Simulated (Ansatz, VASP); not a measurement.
**Si7H2O13 in two plane-wave programs**

Aim: how closely do two programs agree when they are given the same cell, functional and k mesh? The structure shown is the start of the Ansatz relaxation below; VASP solves that cell, so the two are compared at the walk's first step.

Program: Ansatz 0.2.0. Level of theory: plane waves, with VASP 6.6.1 beside it; single point at PBE with D3(BJ). Results are calculated unless marked as measured.

### Step 1. Set-up

The cell holds 44 atoms: 14 Si, 4 H and 26 O. Its edges and angles: a = 8.596 Å, b = 8.596 Å, c = 8.596 Å, α = 90.0°, β = 90.0°, γ = 90.0°.

### Step 2. Ansatz: relaxation, PBE with D3(BJ)

Ansatz runs on its PAW soft_1 files.

The two programs are compared at the cell with which this relaxation starts, whose forces are those of its first step.

Contents of input.yaml:

```yaml
crystal:
  lattice:
    - [8.5956803911, 0.0, 0.0]
    - [0.0, 8.5956803911, 0.0]
    - [0.0, 0.0, 8.5956803911]
  atoms:
    - { symbol: Si, position: [0.95856, 0.316952, 0.121674] }
    - { symbol: Si, position: [0.631384, 0.637928, 0.605119] }
    - { symbol: Si, position: [0.678243, 0.167518, 0.683789] }
    - { symbol: Si, position: [0.242764, 0.434283, 0.771566] }
    - { symbol: Si, position: [0.110896, 0.593364, 0.270447] }
    - { symbol: Si, position: [0.460115, 0.645709, 0.937137] }
    - { symbol: Si, position: [0.134327, 0.916857, 0.634776] }
    - { symbol: Si, position: [0.917579, 0.134743, 0.430795] }
    - { symbol: Si, position: [0.481019, 0.942989, 0.489063] }
    - { symbol: Si, position: [0.981191, 0.583495, 0.615651] }
    - { symbol: Si, position: [0.183097, 0.116433, 0.93216] }
    - { symbol: Si, position: [0.459552, 0.990356, 0.121232] }
    - { symbol: Si, position: [0.39985, 0.453044, 0.42969] }
    - { symbol: Si, position: [0.612902, 0.317111, 0.001947] }
    - { symbol: H, position: [0.815532, 0.02402, 0.347293] }
    - { symbol: H, position: [0.113043, 0.75472, 0.210401] }
    - { symbol: H, position: [0.419808, 0.299985, 0.353399] }
    - { symbol: H, position: [0.742294, 0.032213, 0.768853] }
    - { symbol: O, position: [0.544429, 0.086824, 0.592113] }
    - { symbol: O, position: [0.012972, 0.577496, 0.427195] }
    - { symbol: O, position: [0.051003, 0.478001, 0.141543] }
    - { symbol: O, position: [0.802998, 0.5937, 0.648773] }
    - { symbol: O, position: [0.037349, 0.195493, 0.010994] }
    - { symbol: O, position: [0.065919, 0.449734, 0.710891] }
    - { symbol: O, position: [0.538657, 0.637218, 0.766723] }
    - { symbol: O, position: [0.552931, 0.148445, 0.068511] }
    - { symbol: O, position: [0.291573, 0.03081, 0.052286] }
    - { symbol: O, position: [0.286872, 0.558964, 0.326752] }
    - { symbol: O, position: [0.804854, 0.214096, 0.55694] }
    - { symbol: O, position: [0.032509, 0.027056, 0.519183] }
    - { symbol: O, position: [0.470365, 0.966613, 0.30488] }
    - { symbol: O, position: [0.308115, 0.907106, 0.559478] }
    - { symbol: O, position: [0.970211, 0.246026, 0.299443] }
    - { symbol: O, position: [0.143635, 0.004367, 0.794718] }
    - { symbol: O, position: [0.284298, 0.588555, 0.882117] }
    - { symbol: O, position: [0.595918, 0.801798, 0.528175] }
    - { symbol: O, position: [0.062965, 0.747785, 0.655626] }
    - { symbol: O, position: [0.492852, 0.812245, 0.021636] }
    - { symbol: O, position: [0.784308, 0.343248, 0.069351] }
    - { symbol: O, position: [0.267946, 0.275582, 0.860434] }
    - { symbol: O, position: [0.560582, 0.524423, 0.46982] }
    - { symbol: O, position: [0.517339, 0.479899, 0.02229] }
    - { symbol: O, position: [0.632601, 0.281994, 0.814628] }
    - { symbol: O, position: [0.327063, 0.424449, 0.599757] }
  symmetry: { detect: false }
kpoints:
  mp_grid: { grid: [2, 2, 2] }
scf:
  occupations: { method: fermi_dirac, width: 0.05 }
hamiltonian:
  xc: pbe
  dispersion: d3bj
  pseudopotentials: { kind: paw, azcp: { folder: soft_1 } }
output:
  forces: true
  stress: true
relax:
  f_tol: 0.04
  max_steps: 150
  escape_saddle: false
  cell: { stress_tol: 0.4, fix: [] }
```

Started as:

```sh
> ansatz run input.yaml --threads 4 --pin off --max-ram 16384MiB --backend cpu --events-out ev --progress --plain --runs-dir out
```

Numbers of over 12 decimals in the logs are rounded to 6 here.

The log of the run:

```text
Engine: ansatz 0.2.0, aarch64-unknown-linux-gnu
Pseudopotentials: kind: paw
Pseudopotential: Si, paw, valence charge 4, recommended cutoff 420 eV (normal), soft_1/Si.paw.azcp
Pseudopotential: H, paw, valence charge 1, recommended cutoff 420 eV (normal), soft_1/H.paw.azcp
Pseudopotential: O, paw, valence charge 6, recommended cutoff 420 eV (normal), soft_1/O.paw.azcp
Functional definition: PBE
  parameter kappa = 0.804
  parameter beta = 0.066725
  exchange = pbe_x(kappa = kappa, mu = beta*pi^2/3)
  correlation = pbe_c(beta = beta)
Crystal: 44 atoms, lattice volume = 635.098 Å³
Basis set: ecut = 420 eV, 12533 PW (Γ), exchange–correlation on 120×120×120 points (8 copies of the dense FFT grid, shifted against one another)
Bands: 152, of which v1, the nominal top of the filled ones, is band 108 counted from 1 (107 counted from 0)
Symmetry: 1 space group operations
k-points: 8
Non-local potential: Si, projectors of the file, l = 0: 2, l = 1: 2, l = 2: 1
Non-local potential: H, projectors of the file, l = 0: 2, l = 1: 1
Non-local potential: O, projectors of the file, l = 0: 2, l = 1: 2, l = 2: 1
PAW form: soft (Blöchl's): semilocal exchange-correlation on the pseudo side does not see the compensation charge
PAW one-centre angular grid: Si, 110 points (default); XC on 64 Gauss nodes
PAW one-centre angular grid: H, 110 points (default); XC on 64 Gauss nodes
PAW one-centre angular grid: O, 110 points (default); XC on 64 Gauss nodes
Initial density: superposition of atomic densities (chi_scale 0.1, normalization cell, long waves kept (reshape's long-wave potential 0.31 eV rms))
Initial wavefunctions: pseudopotential atomic-orbital guess
Functional: x = pbe(κ = 0.804, μ = 0.219515), c = pbe(β = 0.066725)
SCF iter   1: F=—  HF=-23787.533812 eV  |F-HF|=—  |Δ(HF+E_count)|=         —  Δρ=1.23e-1  dr2=8.64e1  ethr=3.10e-3  ⟨swp⟩=6.1  Hψ=5536  notcnv=0  defer=201
preconditioner: auto → Resta (q_TF=auto, 2.279 Å⁻¹)  ε∞=2.5  [insulator: Δε(μ)=6.964 eV  Ē_g=17.567 eV  σ=0.050 eV  W_gap=1.00  n_scr=122 (ndim 8)  ℏωp=21.7 eV  f_vac=0.121  D(μ)=0.00/eV (n_scr^D=0)  ε∞_Penn≈2.5]
SCF iter   2: F=—  HF=-23763.405466 eV  |F-HF|=—  |Δ(HF+E_count)|=    2.41e1  Δρ=4.28e-2  dr2=6.56e0  ethr=3.10e-3  ⟨swp⟩=3.5  Hψ=3040  notcnv=0  defer=293
SCF iter   3: F=—  HF=-23762.220888 eV  |F-HF|=—  |Δ(HF+E_count)|=    1.18e0  Δρ=1.95e-2  dr2=1.82e0  ethr=3.04e-3  ⟨swp⟩=2.5  Hψ=1376  notcnv=0  defer=292
SCF iter   4: F=—  HF=-23762.054729 eV  |F-HF|=—  |Δ(HF+E_count)|=   1.66e-1  Δρ=3.56e-3  dr2=6.43e-2  ethr=8.41e-4  ⟨swp⟩=3.6  Hψ=1598  notcnv=0  defer=296
SCF iter   5: F=—  HF=-23762.067717 eV  |F-HF|=—  |Δ(HF+E_count)|=   1.30e-2  Δρ=2.11e-3  dr2=2.21e-2  ethr=2.98e-5  ⟨swp⟩=2.1  Hψ=2145  notcnv=0  defer=299
SCF iter   6: F=—  HF=-23762.069555 eV  |F-HF|=—  |Δ(HF+E_count)|=   1.84e-3  Δρ=4.59e-4  dr2=1.35e-3  ethr=1.02e-5  ⟨swp⟩=2.0  Hψ=1696  notcnv=0  defer=299
SCF iter   7: F=—  HF=-23762.070242 eV  |F-HF|=—  |Δ(HF+E_count)|=   6.87e-4  Δρ=2.20e-4  dr2=2.71e-4  ethr=6.25e-7  ⟨swp⟩=2.0  Hψ=1723  notcnv=0  defer=299
SCF iter   8: F=—  HF=-23762.070230 eV  |F-HF|=—  |Δ(HF+E_count)|=   1.22e-5  Δρ=6.20e-5  dr2=2.81e-5  ethr=1.26e-7  ⟨swp⟩=2.0  Hψ=1651  notcnv=0  defer=299
SCF iter   9: F=—  HF=-23762.070066 eV  |F-HF|=—  |Δ(HF+E_count)|=   1.64e-4  Δρ=1.77e-5  dr2=2.27e-6  ethr=1.30e-8  ⟨swp⟩=2.0  Hψ=1798  notcnv=0  defer=299
SCF iter  10: F=—  HF=-23762.070064 eV  |F-HF|=—  |Δ(HF+E_count)|=   2.06e-6  Δρ=1.41e-5  dr2=9.72e-7  ethr=1.05e-9  ⟨swp⟩=2.0  Hψ=1779  notcnv=0  defer=299
SCF iter  11: F=-23762.070063 eV  HF=-23762.070063 eV  |F-HF|=1.72e-8  |Δ(HF+E_count)|=   4.92e-7  Δρ=2.23e-6  dr2=3.53e-8  ethr=4.63e-11  ⟨swp⟩=3.9  Hψ=4857  notcnv=0
SCF 1 converged in 11 iterations: F = -23762.070063 eV  dr2 = 3.53e-8
  greatest PAW one-centre occupation: 0.865 electrons in one spin orbital (limit 2), on the O atom at site 40 (counted from 0), in its partial waves of l = 0
relax step   1: F+E_penalty+E_count = -23762.07006339 eV  Δ(F+E_penalty+E_count) = +0.000e0 eV  max|allowed force component| = 3.414e0 eV/Å  Δτ_max = 0.0000 Å  P = +4.925 GPa  Ω = 635.098 Å³  (11 SCF iters, dr2 threshold 1.00e-7 eV, accepted)
Crystal: 44 atoms, lattice volume = 643.395 Å³
Basis set: ecut = 420 eV, 12593 PW (Γ), exchange–correlation on 120×120×120 points (8 copies of the dense FFT grid, shifted against one another)
Initial density: handed on by an earlier stage of this run
Initial wavefunctions: those handed on with the density
iter 1 solved again at ethr=2.33e-4 eV; its pass at ethr=3.10e-3 eV (dr2=5.04e-1 eV) is discarded
SCF iter   1: F=—  HF=-23763.914031 eV  |F-HF|=—  |Δ(HF+E_count)|=         —  Δρ=1.03e-2  dr2=5.08e-1  ethr=2.33e-4  ⟨swp⟩=5.9  Hψ=7108  notcnv=0  defer=1
[...]
SCF iter   5: F=-23766.288577 eV  HF=-23766.288577 eV  |F-HF|=7.96e-9  |Δ(HF+E_count)|=   6.23e-8  Δρ=1.61e-6  dr2=1.20e-8  ethr=1.30e-11  ⟨swp⟩=5.0  Hψ=4094  notcnv=0
SCF 12 converged in 5 iterations: F = -23766.288577 eV  dr2 = 1.20e-8
[...]
SCF converged after 5 iterations
Free energy (F): -23766.288577 eV
Harris-Foulkes:  -23766.288577 eV  (|F-HF|=7.96e-9)
Internal energy: -23766.288577 eV  (E = F + TS)
E sigma→0 (E₀):  -23766.288577 eV
Fermi energy:    3.992845 eV
--- Per-component energies (eV) ---
  E_band       = -1245.331037
  E_kinetic    = 5141.048304
  E_local      = -16570.593045  (includes V_loc(G=0)·N_el)
  E_nonlocal   = 1669.752056
  E_hartree    = 6407.079742
  E_xc         = -2702.917844
  E_vxc        = -3110.420457  (∫ρ·V_xc dr)
  E_paw        = -11424.481974  (= ΣΔE_a)
  E_vpaw       = -1189.294699  (= ΣTr[D̂ρ^β])
  E_aug_tail   = 0.017527  (compensation charges beyond the density's cutoff)
  E_ewald      = -6281.037276
  E_disp       = -5.156067  (pairwise vdW)
  E_smearing   = -0.000000  (= −TS)
  E_closure    = -0.000000  (closes the sum)
  Σ components = -23766.288577   (vs F -23766.288577, Δ=0.00e0)
--- Forces (eV/Å), atoms counted from 1 ---
  atom   1  Si    -0.00584760    -0.00651020     0.00530014
  atom   2  Si     0.00625937     0.01496112    -0.01195908
  atom   3  Si     0.00947401    -0.00258559    -0.00308263
  atom   4  Si    -0.00486724     0.01968813     0.00487454
  atom   5  Si     0.00222199     0.01307774    -0.00206958
  atom   6  Si    -0.00147831     0.00629224     0.00816247
  atom   7  Si    -0.01147540    -0.00041774    -0.01008955
  atom   8  Si    -0.01830177    -0.00818582    -0.00632821
  atom   9  Si     0.01102148    -0.01880134    -0.00712362
  atom  10  Si    -0.00890114     0.01058884     0.00652972
  atom  11  Si    -0.00805471    -0.00215647     0.01638321
  atom  12  Si    -0.00157069    -0.01793279     0.00985061
  atom  13  Si     0.00267644     0.01661441    -0.00684866
  atom  14  Si    -0.00242758     0.01012682     0.00515811
  atom  15  H      0.00170206    -0.01579713     0.00467174
  atom  16  H      0.00118245     0.00446592     0.00312516
  atom  17  H      0.00210543    -0.00091955     0.00011049
  atom  18  H      0.00474111    -0.00501854     0.00026945
  atom  19  O      0.00103538     0.00777441     0.00628562
  atom  20  O      0.00153943    -0.00999830    -0.00280018
  atom  21  O     -0.00012474    -0.00524469    -0.00283770
  atom  22  O      0.00544325    -0.00107196     0.00012089
  atom  23  O      0.00474397    -0.00220727    -0.00416723
  atom  24  O      0.00541106    -0.00918317     0.00777604
[...]
atom  37  O      0.00818286    -0.00202287    -0.00301005
  atom  38  O     -0.00213740     0.00160496    -0.00564243
  atom  39  O      0.00334945    -0.00482563    -0.00191260
  atom  40  O     -0.00110693    -0.00422832    -0.00668553
  atom  41  O     -0.01217885    -0.00828731    -0.00045811
  atom  42  O      0.00291908    -0.00623112    -0.00008557
  atom  43  O     -0.00208531     0.00160469    -0.00153988
  atom  44  O     -0.00084975    -0.00757507    -0.00323789
  max |Σ_I F_I| component: 2.18e-5 eV/Å
--- Stress (GPa, compression-positive) ---
        0.329885      -0.003231      -0.043627
       -0.003233      -0.115348      -0.055476
       -0.043624      -0.055480       0.038759
  P = ⅓ Tr σ = 0.0844 GPa (0.844 kbar)
--- Relaxed structure (11 steps of the walk, 11 accepted, 1 SCFs on fresh bases) ---
  F+E_penalty+E_count = -23766.28857654 eV   max|allowed force component| = 1.969e-2 eV/Å   (the final SCF, on the basis selected at the relaxed cell)
  cell:  # Å, volume = 624.8775 Å³
    - [9.018881, -0.025586, -0.059137]
    - [-0.025586, 8.064721, -0.176255]
    - [-0.059137, -0.176255, 8.595506]
  atoms:
    - { symbol: Si, position: [0.945652, 0.290615, 0.121311] }
    - { symbol: Si, position: [0.627231, 0.634619, 0.589600] }
    - { symbol: Si, position: [0.680650, 0.140436, 0.686411] }
    - { symbol: Si, position: [0.221877, 0.472068, 0.789425] }
    - { symbol: Si, position: [0.124004, 0.567585, 0.288941] }
    - { symbol: Si, position: [0.471632, 0.664759, 0.922935] }
    - { symbol: Si, position: [0.161658, 0.941859, 0.608396] }
    - { symbol: Si, position: [0.916222, 0.093096, 0.435338] }
    - { symbol: Si, position: [0.476935, 0.940020, 0.472549] }
    - { symbol: Si, position: [0.978115, 0.604253, 0.607510] }
    - { symbol: Si, position: [0.182285, 0.133684, 0.934952] }
    - { symbol: Si, position: [0.452183, 1.015337, 0.109706] }
    - { symbol: Si, position: [0.381807, 0.421647, 0.456226] }
    - { symbol: Si, position: [0.627725, 0.336007, -0.014012] }
    - { symbol: H, position: [0.858585, -0.074530, 0.393880] }
    - { symbol: H, position: [0.103240, 0.739837, 0.242075] }
    - { symbol: H, position: [0.372739, 0.252514, 0.389575] }
    - { symbol: H, position: [0.725459, -7.81292983485643e-5, 0.781258] }
    - { symbol: O, position: [0.526935, 0.095715, 0.589064] }
    - { symbol: O, position: [0.023731, 0.522079, 0.439314] }
    - { symbol: O, position: [0.067896, 0.439132, 0.147978] }
    - { symbol: O, position: [0.800926, 0.604009, 0.619437] }
    - { symbol: O, position: [0.010825, 0.157446, -0.010035] }
    - { symbol: O, position: [0.046092, 0.503498, 0.753434] }
    - { symbol: O, position: [0.554561, 0.675451, 0.757871] }
    - { symbol: O, position: [0.553788, 0.171397, 0.058793] }
    - { symbol: O, position: [0.278464, 0.058059, 0.076615] }
    - { symbol: O, position: [0.299744, 0.541772, 0.331281] }
    - { symbol: O, position: [0.812985, 0.185823, 0.567385] }
    - { symbol: O, position: [0.086933, 0.085049, 0.504604] }
    - { symbol: O, position: [0.474721, 0.994110, 0.294176] }
    - { symbol: O, position: [0.313666, 0.877063, 0.526130] }
    - { symbol: O, position: [0.915369, 0.198576, 0.280457] }
    - { symbol: O, position: [0.196342, 0.00826288, 0.784801] }
    - { symbol: O, position: [0.294678, 0.632771, 0.886020] }
    - { symbol: O, position: [0.601338, 0.796242, 0.485104] }
    - { symbol: O, position: [0.041943, 0.792909, 0.618721] }
    - { symbol: O, position: [0.496837, 0.840988, 0.019070] }
    - { symbol: O, position: [0.791025, 0.368145, 0.062635] }
    - { symbol: O, position: [0.251257, 0.311891, 0.892172] }
    - { symbol: O, position: [0.554569, 0.477823, 0.488909] }
    - { symbol: O, position: [0.535551, 0.507548, 0.017752] }
    - { symbol: O, position: [0.643768, 0.303199, 0.798279] }
    - { symbol: O, position: [0.300477, 0.440962, 0.623207] }
```

Reading the cycles: dr2 is the Hartree energy of the density residual (eV), the measure of convergence; HF is the Harris–Foulkes estimate of the energy, which meets the free energy F at convergence.

[end of part 1 of 2]

[Lines on the potential files, build, host, timing and source positions are cut from VASP's logs without a mark.]

[Logs are printed without paths, hosts, clocks, repeated set-up lines and the standing remarks that a program may print on its own settings, such as how far it seeks lower states.]

[Hosts, paths, dates, database ids (printed as entryN), source tags and the programs' standing remarks are cut or masked in the printed files.]
